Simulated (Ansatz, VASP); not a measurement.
# Ag2Bi: VASP beside Ansatz

One calculation is typed for both programs; each brings its own data sets. How far apart do they land? The cell is generated by rule, not measured, and may not be a known phase. Of the first pair: The two relaxations start from unlike cells of this crystal (the structure described is Ansatz's start), so only their ends are compared.

Calculated with Ansatz 0.2.0; plane waves, with VASP 6.6.1 beside it; relaxation of cell and atoms at PBEsol.

## (1) The starting structure

It takes space group I4/mmm (No. 139, tetragonal). Conventional cell: a = 3.491 Å, b = 3.491 Å, c = 8.468 Å, α = 90.00°, β = 90.00°, γ = 90.00°. Bi has 10 Ag at 2.84 Å nearest. Ag has 5 Ag at 2.80 to 2.86 Å and 5 Bi at 2.84 Å nearest. Farther neighbours are not listed.

## (2) Ansatz: relaxation of cell and atoms, PBEsol, pair 1

Ansatz runs on its default PAW (the set named soft_2) files.

The relaxed volume is the usual yardstick between codes: in a stiff, nearly cubic crystal its relative difference is about their pressure difference at one cell divided by the bulk modulus.

Input file input.yaml:

```yaml
crystal:
  lattice:
    - [-1.74532, 1.74532, 4.23399]
    - [1.74532, -1.74532, 4.23399]
    - [1.74532, 1.74532, -4.23399]
  atoms:
    - { symbol: Bi, position: [0.0, 0.0, 0.0] }
    - { symbol: Ag, position: [0.66514673, 0.66514673, 0.0] }
    - { symbol: Ag, position: [0.33485327, 0.33485327, 0.0] }
kpoints:
  mp_grid: { grid: [8, 8, 8] }
hamiltonian:
  xc: pbesol
scf:
  occupations: { method: gaussian, width: 0.1 }
output:
  forces: true
  stress: true
  eigenvalues: true
relax:
  adjacent_minimum: "off"
  f_tol: 0.05
  max_steps: 80
  cell: { stress_tol: 0.5 }
```

Started as:

```
> ansatz run input.yaml --threads 8 --pin off --max-ram 14336MiB --backend cpu --events-out ev --progress --plain --runs-dir out
```

Numbers of over 12 decimals in the logs are rounded to 6 here.

What it wrote:

```text
The last accepted step is kept in <dir> (removed where the run ends without a failure and the disk answers)
Engine: ansatz 0.2.0, aarch64-unknown-linux-gnu
Pseudopotentials: kind: paw
Pseudopotential: Bi, paw, valence charge 15, recommended cutoff 420 eV (normal), Bi.paw.azcp
Pseudopotential: Ag, paw, valence charge 19, recommended cutoff 420 eV (normal), Ag.paw.azcp
Functional definition: PBEsol
  exchange = pbesol_x
  correlation = pbesol_c
Crystal: 3 atoms, lattice volume = 51.589 Å³
Basis set: ecut = 420 eV, 1023 PW (Γ), exchange–correlation on 72×72×72 points (8 copies of the dense FFT grid, shifted against one another)
Bands: 32, of which v1, the nominal top of the filled ones, is band 27 counted from 1 (26 counted from 0)
Symmetry: 16 space group operations
Space group: I4/mmm (ITA 139), of the structure as read, at distance tolerance 3.7e-5 Å
k-points: 59 of 512
Non-local potential: Bi, projectors of the file, l = 0: 2, l = 1: 2, l = 2: 2, l = 3: 2
Non-local potential: Ag, projectors of the file, l = 0: 3, l = 1: 2, l = 2: 2, l = 3: 1
PAW form: soft (Blöchl's): semilocal exchange-correlation on the pseudo side does not see the compensation charge
PAW frozen core: Bi, regenerated for the run's functional, and the local potential with it (the file was generated under x = pbe(κ = 0.804, μ = 0.219515), c = pbe(β = 0.066725))
PAW frozen core: Ag, regenerated for the run's functional, and the local potential with it (the file was generated under x = pbe(κ = 0.804, μ = 0.219515), c = pbe(β = 0.066725))
PAW one-centre angular grid: Bi, 590 points (default); XC on 64 Gauss nodes
PAW one-centre angular grid: Ag, 590 points (default); XC on 64 Gauss nodes
Initial density: superposition of atomic densities (neutral atoms: chi_scale 0, normalization atom), corrected by the library's trained network
Initial wavefunctions: pseudopotential atomic-orbital guess
Functional: x = pbesol(κ = 0.804, μ = 0.123457), c = pbesol(β = 0.046)
SCF iter   1: F=—  HF=-27285.283514 eV  |F-HF|=—  |Δ(HF+E_count)|=         —  Δρ=7.73e-3  dr2=3.07e-2  ethr=1.77e-3  ⟨swp⟩=6.0  Hψ=7003  notcnv=0
preconditioner: auto → Kerker (q_TF=auto, 2.741 Å⁻¹)  [metal: Δε(μ)=0.060 eV  Ē_g=15.667 eV  σ=0.100 eV  W_gap=0.33  n_scr=14 (ndim 8)  ℏωp=31.4 eV  f_vac=0.000  D(μ)=1.29/eV (n_scr^D=10)]
SCF iter   2: F=—  HF=-27285.276509 eV  |F-HF|=—  |Δ(HF+E_count)|=   7.00e-3  Δρ=2.17e-3  dr2=2.53e-3  ethr=5.79e-5  ⟨swp⟩=2.1  Hψ=2990  notcnv=0
SCF iter   3: F=—  HF=-27285.275844 eV  |F-HF|=—  |Δ(HF+E_count)|=   6.65e-4  Δρ=9.21e-4  dr2=3.41e-4  ethr=4.77e-6  ⟨swp⟩=2.2  Hψ=2518  notcnv=0  defer=1
SCF iter   4: F=—  HF=-27285.275772 eV  |F-HF|=—  |Δ(HF+E_count)|=   7.17e-5  Δρ=1.68e-4  dr2=9.79e-6  ethr=6.43e-7  ⟨swp⟩=2.8  Hψ=3451  notcnv=0  defer=1
SCF iter   5: F=—  HF=-27285.275775 eV  |F-HF|=—  |Δ(HF+E_count)|=   3.49e-6  Δρ=3.57e-5  dr2=6.43e-7  ethr=1.85e-8  ⟨swp⟩=2.9  Hψ=3480  notcnv=0  defer=1
SCF iter   6: F=-27285.275775 eV  HF=-27285.275775 eV  |F-HF|=2.81e-8  |Δ(HF+E_count)|=   8.58e-8  Δρ=9.42e-6  dr2=4.95e-8  ethr=1.89e-10  ⟨swp⟩=8.7  Hψ=9135  notcnv=0
SCF 1 converged in 6 iterations: F = -27285.275775 eV  dr2 = 4.95e-8
  greatest PAW one-centre occupation: 1.001 electrons in one spin orbital (limit 2), on the Ag atom at site 2 (counted from 0), in its partial waves of l = 0
relax step   1: F+E_penalty+E_count = -27285.27577527 eV  Δ(F+E_penalty+E_count) = +0.000e0 eV  max|allowed force component| = 7.566e-1 eV/Å  Δτ_max = 0.0000 Å  P = +29.020 GPa  Ω = 51.589 Å³  (6 SCF iters, dr2 threshold 1.00e-7 eV, accepted)
[...]
relax step   9: F+E_penalty+E_count = -27286.23583465 eV  Δ(F+E_penalty+E_count) = -1.580e-2 eV  max|allowed force component| = 6.863e-3 eV/Å  Δτ_max = 0.0002 Å  P = -0.335 GPa  Ω = 63.367 Å³  energy of the carried Pulay correction = -1.310e-4 eV  (6 SCF iters, dr2 threshold 3.00e-7 eV, accepted)
[...]
relax step  10: F+E_penalty+E_count = -27286.23447323 eV  Δ(F+E_penalty+E_count) = +1.361e-3 eV  max|allowed force component| = 1.194e-1 eV/Å  Δτ_max = 0.0188 Å  P = +0.752 GPa  Ω = 62.773 Å³  energy of the carried Pulay correction = +1.668e-5 eV  (5 SCF iters, dr2 threshold 3.00e-7 eV, rejected (line search))
[...]
relax step  11: F+E_penalty+E_count = -27286.23862039 eV  Δ(F+E_penalty+E_count) = -2.786e-3 eV  max|allowed force component| = 2.256e-2 eV/Å  Δτ_max = 0.0025 Å  P = -0.021 GPa  Ω = 63.131 Å³  energy of the carried Pulay correction = -7.131e-5 eV  (7 SCF iters, accepted)
[...]
relax step  12: F+E_penalty+E_count = -27286.23859646 eV  Δ(F+E_penalty+E_count) = +2.392e-5 eV  max|allowed force component| = 2.253e-2 eV/Å  Δτ_max = 0.0000 Å  P = -0.024 GPa  Ω = 63.131 Å³  stress off target by 5.93e-2 GPa  SCF on the basis re-selected at this cell (its energy is not comparable with the rows above)  (4 SCF iters)
basis re-selected at this cell: Δ(F+E_penalty+E_count) = +2.392e-5 eV, ΔP = -0.004 GPa vs the last step (what re-selecting the basis moved, of the pressure what is left beyond the Pulay correction that the steps carried, after the strain that the cell walked since its last selection, with what the two solves' SCF thresholds leave and, on support functions, any second-order correction that the steps lacked; it is no m [...]
SCF converged after 4 iterations
Free energy (F): -27286.238596 eV
Harris-Foulkes:  -27286.238596 eV  (|F-HF|=7.28e-11)
Internal energy: -27286.235312 eV  (E = F + TS)
E sigma→0 (E₀):  -27286.236954 eV
Entropy (-TS):   -0.003284 eV (-1.095 meV/atom)
Fermi energy:    15.253974 eV
--- Per-component energies (eV) ---
  E_band       = -583.918492
  E_kinetic    = 1358.051052
  E_local      = -6374.900952  (includes V_loc(G=0)·N_el)
  E_nonlocal   = 727.908301
  E_hartree    = 2714.443784
  E_xc         = -518.063905
  E_vxc        = -613.357711  (∫ρ·V_xc dr)
  E_paw        = -18179.070308  (= ΣΔE_a)
  E_vpaw       = -1110.506910  (= ΣTr[D̂ρ^β])
  E_aug_tail   = 0.000119  (compensation charges beyond the density's cutoff)
  E_ewald      = -7015.338633
  E_core_change = 0.735230  (= ΣΔE_core)
  E_smearing   = -0.003284  (= −TS)
  E_closure    = -0.000000  (closes the sum)
  Σ components = -27286.238596   (vs F -27286.238596, Δ=0.00e0)
--- Forces (eV/Å), atoms counted from 1 ---
  atom   1  Bi     0.00000000    -0.00000000     0.00000000
  atom   2  Ag     0.00000000    -0.00000000     0.02253021
  atom   3  Ag    -0.00000000    -0.00000000    -0.02253021
  max |Σ_I F_I| component: 1.91e-17 eV/Å
--- Stress (GPa, compression-positive) ---
       -0.059250       0.000000       0.000000
        0.000000      -0.059250      -0.000000
        0.000000       0.000000       0.045334
  P = ⅓ Tr σ = -0.0244 GPa (-0.244 kbar)
--- Band table (eV; the first three rows and the last of 59) ---
  k-point 0: bands = [... 23 lower, 11.7417, 12.4993, 12.8393, 17.9492, 17.9492, 19.9255, 21.6016, 21.6016, ... 1 higher]
  k-point 1: bands = [... 23 lower, 11.6939, 12.7742, 13.2513, 15.9296, 16.8321, 19.6392, 20.3234, 22.5591, ... 1 higher]
  k-point 2: bands = [... 23 lower, 11.5264, 12.6262, 14.4860, 15.2692, 15.3609, 18.1986, 18.3105, 21.4599, ... 1 higher]
  k-point 58: bands = [... 23 lower, 11.2754, 11.7484, 16.6897, 16.6897, 18.3977, 18.4781, 22.4486, 23.8452, ... 1 higher]
--- Relaxed structure (10 steps of the walk, 9 accepted, 2 SCFs on fresh bases) ---
  F+E_penalty+E_count = -27286.23859646 eV   max|allowed force component| = 2.253e-2 eV/Å   (the final SCF, on the basis selected at the relaxed cell)
  cell:  # Å, volume = 63.1307 Å³
    - [-1.757464, 1.757464, 5.109842]
    - [1.757464, -1.757464, 5.109842]
    - [1.757464, 1.757464, -5.109842]
  atoms:
    - { symbol: Bi, position: [0, 0, 0] }
    - { symbol: Ag, position: [0.683372, 0.683372, 0] }
    - { symbol: Ag, position: [0.316628, 0.316628, 0] }
```

## (3) VASP: relaxation of cell and atoms, PBEsol, pair 1

Its own start cell and the same functional, mesh and smearing now go to VASP, with its own data sets.

Lines of VASP's logs that name or quote its potential files are left out, and so is its time.

Input file INCAR:

```
SYSTEM = Ag2Bi
PREC = Accurate
ENCUT = 500
EDIFF = 1E-07
NELM = 120
ISMEAR = 0
SIGMA = 0.1
LREAL = .FALSE.
ALGO = Normal
GGA = PS
NBANDS = 24
LASPH = .TRUE.
LORBIT = 11
LWAVE = .FALSE.
LCHARG = .FALSE.
ISIF = 3
IBRION = 2
NSW = 80
EDIFFG = -0.005
GGA_COMPAT = .FALSE.
NELMIN = 4
KPAR = 2
```

Input file POSCAR:

```
Ag2Bi
1.0
   -1.7612077712      1.7612077712      5.0756453576
    1.7612077712     -1.7612077712      5.0756453576
    1.7612077712      1.7612077712     -5.0756453576
Bi Ag
1 2
Direct
    0.0000000000      0.0000000000      0.0000000000
    0.6839613097      0.6839613097      0.0000000000
    0.3160386903      0.3160386903      0.0000000000
```

Input file KPOINTS:

```
Automatic mesh
0
Gamma
8 8 8
0 0 0
```

The projector-augmented-wave data sets are Bi_d and Ag (PBE family, release 64).

Started as:

```
> mpirun -np 2 vasp_std
```

What it wrote:

```text
[banner, memory and clock lines left out]
running    2 mpi-ranks, on    1 nodes
 distrk:  each k-point on    1 cores,    2 groups
 distr:  one band on    1 cores,    1 groups

 POSCAR found type information on POSCAR BiAg
 POSCAR found :  2 types and       3 ions
|                                                                             |
|               ----> ADVICE to this user running VASP <----                  |
|                                                                             |
|     You enforced a specific xc type in the INCAR file but a different       |
|     [... a line on the potential file left out ...]
|     I HOPE YOU KNOW WHAT YOU ARE DOING!                                     |
|                                                                             |

 LDA part: xc-table for (Slater+PW92), standard interpolation
 POSCAR, INCAR and KPOINTS ok, starting setup
 FFT: planning ... GRIDC
 FFT: planning ... GRID_SOFT
 FFT: planning ... GRID
 WAVECAR not read
 entering main loop
       N       E                     dE             d eps       ncg     rms          rms(c)
DAV:   1     0.315651253512E+03    0.31565E+03   -0.18240E+04  2832   0.169E+03
DAV:   2     0.603847386206E+01   -0.30961E+03   -0.30081E+03  2912   0.443E+02
DAV:   3    -0.109934155749E+02   -0.17032E+02   -0.16904E+02  3360   0.109E+02
DAV:   4    -0.113430438669E+02   -0.34963E+00   -0.34956E+00  3304   0.157E+01
DAV:   5    -0.113569999845E+02   -0.13956E-01   -0.13956E-01  3840   0.300E+00    0.661E+00
DAV:   6    -0.106952494997E+02    0.66175E+00   -0.28873E+00  3112   0.145E+01    0.466E+00
DAV:   7    -0.106751233672E+02    0.20126E-01   -0.10899E-01  3088   0.270E+00    0.261E+00
DAV:   8    -0.106652463907E+02    0.98770E-02   -0.25069E-02  3720   0.118E+00    0.199E-01
DAV:   9    -0.106644167727E+02    0.82962E-03   -0.39596E-03  3512   0.603E-01    0.674E-02
DAV:  10    -0.106644049701E+02    0.11803E-04   -0.40935E-04  3216   0.170E-01    0.117E-02
DAV:  11    -0.106644064651E+02   -0.14950E-05   -0.79281E-06  3520   0.193E-02    0.563E-03
DAV:  12    -0.106644071474E+02   -0.68238E-06   -0.10251E-06  3440   0.110E-02    0.131E-03
DAV:  13    -0.106644069954E+02    0.15203E-06   -0.62628E-08  2120   0.293E-03    0.453E-04
DAV:  14    -0.106644070200E+02   -0.24594E-07   -0.93544E-09  1744   0.853E-04
   1 F= -.10664407E+02 E0= -.10662729E+02  d E =-.106644E+02
[...]
2 F= -.10664645E+02 E0= -.10662985E+02  d E =-.237508E-03
[...]
3 F= -.10664662E+02 E0= -.10663009E+02  d E =-.255090E-03
[...]
4 F= -.10664852E+02 E0= -.10663203E+02  d E =-.189453E-03
[...]
5 F= -.10665062E+02 E0= -.10663411E+02  d E =-.399523E-03
[...]
6 F= -.10665064E+02 E0= -.10663415E+02  d E =-.401881E-03
[...]
7 F= -.10665064E+02 E0= -.10663415E+02  d E =-.401895E-03
 curvature:  -1.99 expect dE=-0.242E-04 dE for cont linesearch -0.355E-08
 trial: gam= 0.16719 g(F)=  0.351E-08 g(S)=  0.122E-04 ort =-0.103E-05 (trialstep = 0.104E+01)
 search vector abs. value=  0.286E-04
 bond charge predicted
       N       E                     dE             d eps       ncg     rms          rms(c)
DAV:   1    -0.106653521241E+02   -0.28807E-03   -0.81049E-03  3280   0.885E-01    0.101E-01
DAV:   2    -0.106651141502E+02    0.23797E-03   -0.66368E-04  3256   0.289E-01    0.415E-02
DAV:   3    -0.106650778706E+02    0.36280E-04   -0.51445E-05  3680   0.749E-02    0.211E-02
DAV:   4    -0.106650678422E+02    0.10028E-04   -0.16847E-05  4128   0.437E-02    0.566E-03
DAV:   5    -0.106650671091E+02    0.73312E-06   -0.17680E-06  3384   0.118E-02    0.206E-03
DAV:   6    -0.106650670115E+02    0.97535E-07   -0.21774E-07  2080   0.401E-03
   8 F= -.10665067E+02 E0= -.10663419E+02  d E =-.300653E-05
 trial-energy change:   -0.000003  1 .order   -0.000005   -0.000012    0.000002
 step:   0.6800(harm=  0.8737)  dis= 0.00000  next Energy=   -10.665068 (dE=-0.351E-05)
 reached required accuracy - stopping structural energy minimisation
```

OUTCAR, selected parts (step 3):

```text
ion  position               nearest neighbor table
   1  0.000  0.000  0.000-   2 3.11   3 3.11   2 3.11   3 3.11   2 3.11   3 3.11   3 3.11   2 3.11
                             2 3.21   3 3.21
   2  0.684  0.684  0.000-   3 2.83   3 2.83   3 2.83   3 2.83   1 3.11   1 3.11   1 3.11   1 3.11
                             1 3.21
   3  0.316  0.316  0.000-   2 2.83   2 2.83   2 2.83   2 2.83   1 3.11   1 3.11   1 3.11   1 3.11
                             1 3.21

  LATTYP: Found a body centered tetragonal cell.
 ALAT       =     3.5224155424
 C/A-ratio  =     2.8819117430

 Subroutine GETGRP returns: Found 16 space group operations
 (whereof 16 operations were pure point group operations)

The static configuration has the point symmetry D_4h.

 Found     59 irreducible k-points:

   k-points           NKPTS =     59   k-points in BZ     NKDIM =     59   number of bands    NBANDS=     24

   dimension x,y,z NGX =    42 NGY =   42 NGZ =   42
   dimension x,y,z NGXF=    84 NGYF=   84 NGZF=   84

   ENCUT  =  500.0 eV  36.75 Ry    6.06 a.u.  10.31 10.31 10.31*2*pi/ulx,y,z

   NELECT =      37.0000    total number of electrons

 k-points in reciprocal lattice and weights: Automatic mesh
   0.00000000  0.00000000  0.00000000       0.002
   0.12500000  0.00000000  0.00000000       0.016
   0.25000000  0.00000000  0.00000000       0.016
   0.37500000  0.00000000  0.00000000       0.016
   0.50000000  0.00000000  0.00000000       0.008
   0.12500000  0.12500000  0.00000000       0.016
   0.25000000  0.12500000  0.00000000       0.031
   0.37500000  0.12500000  0.00000000       0.031
   0.50000000  0.12500000  0.00000000       0.031
[...]
-0.37500000 -0.37500000  0.37500000       0.004
   0.50000000  0.50000000  0.50000000       0.002

 average (electrostatic) potential at core
       1-102.1697       2 -70.6604       3 -70.6604

 E-fermi :   8.5354

 k-point     1 :       0.0000    0.0000    0.0000
  band No.  band energies     occupation
    ...
     14       4.0879      2.00000
     15       4.3733      2.00000
     16       5.0236      2.00000
     17       5.7709      2.00000
     18       6.0760      2.00000
     19      11.2554      0.00000
     20      11.2554      0.00000
     21      13.2527      0.00000
     22      14.9170      0.00000
     23      14.9170      0.00000
    ...

 k-point     2 :       0.1250    0.0000    0.0000
  band No.  band energies     occupation
    ...
     14       4.2851      2.00000
     15       4.5012      2.00000
     16       5.0200      2.00000
     17       5.5367      2.00000
     18       6.6940      2.00000
     19       9.4412      0.00000
     20      11.3098      0.00000
     21      13.0639      0.00000
     22      14.3190      0.00000
     23      15.3238      0.00000
    ...

 k-point     3 :       0.2500    0.0000    0.0000
  band No.  band energies     occupation
    ...
     15       4.6073      2.00000
     16       4.9955      2.00000
     17       5.3977      2.00000
     18       6.8898      2.00000
     19       8.2119      2.00000
     20      11.0043      0.00000
     21      11.5740      0.00000
     22      15.0033      0.00000
     23      16.3511      0.00000
     24      17.5204      0.00000

  Total       -0.0015533     -0.0015533     -0.0035684      0.0000000      0.0000000      0.0000000
  in kB       -0.0394401     -0.0394401     -0.0906033      0.0000000      0.0000000      0.0000000
  external PRESSURE =      -0.0564945 kB  Pullay stress =       0.0000000 kB

  energy-cutoff  :      500.00
  volume of cell :       63.10
      direct lattice vectors                 reciprocal lattice vectors
    -1.754560645  1.754560645  5.124353412     0.000000000  0.284971626  0.097573286
     1.754560645 -1.754560645  5.124353412     0.284971626  0.000000000  0.097573286
     1.754560645  1.754560645 -5.124353412     0.284971626  0.284971626  0.000000000

 POSITION                                       TOTAL-FORCE (eV/Angst)
 -----------------------------------------------------------------------------------
      0.00000      0.00000      0.00000        -0.000000     -0.000000     -0.000000
      0.00000      0.00000      7.00937         0.000000      0.000000      0.000962
      0.00000      0.00000      3.23934        -0.000000     -0.000000     -0.000962
 -----------------------------------------------------------------------------------
    total drift:                               -0.000000      0.000000     -0.000000

  FREE ENERGIE OF THE ION-ELECTRON SYSTEM (eV)
  ---------------------------------------------------
  free  energy   TOTEN  =       -10.6650670115 eV

  energy  without entropy=      -10.6617705854  energy(sigma->0) =      -10.66341880

 reached required accuracy - stopping structural energy minimisation

 total charge
# of ion       s       p       d       tot
------------------------------------------
    1        1.558   1.279   9.932  12.769
    2        0.404   0.274   9.163   9.841
    3        0.404   0.274   9.163   9.841
--------------------------------------------------
tot          2.366   1.827  28.258  32.451

[... 3 further parts left out ...]
```

This run has no spin polarisation. Its electron count is odd, so without a moment it is a metal by construction. The run keeps the 16 symmetry operations of its start, so it cannot find a distortion of lower symmetry.

## (4) Side by side

Known differences besides the potentials themselves: the data sets hold 53 valence electrons in Ansatz (on its default PAW (the set named soft_2) files) and 37 in VASP; the cutoff is 420 eV in Ansatz and 500 eV in VASP; Ansatz makes its cores anew for this functional, VASP keeps those of its PBE data sets; Ansatz adds a Pulay correction to the stress that steers its cell, VASP none. Total energies have different zeros and are not compared.

The two programs side by side:

| quantity | Ansatz | VASP | difference |
| --- | --- | --- | --- |
| volume (Å³) | 63.13 | 63.10 | +0.05 % |
| edge a after relaxation, in the typed setting (Å) | 5.682 | 5.694 | -0.20 % |

[end of part 1 of 2]

[Lines on the potential files, build, host, timing and source positions are cut from VASP's logs without a mark.]

[Logs are printed without paths, hosts, clocks, repeated set-up lines and the standing remarks that a program may print on its own settings, such as how far it seeks lower states.]

[Hosts, paths, dates, database ids (printed as entryN), source tags and the programs' standing remarks are cut or masked in the printed files.]
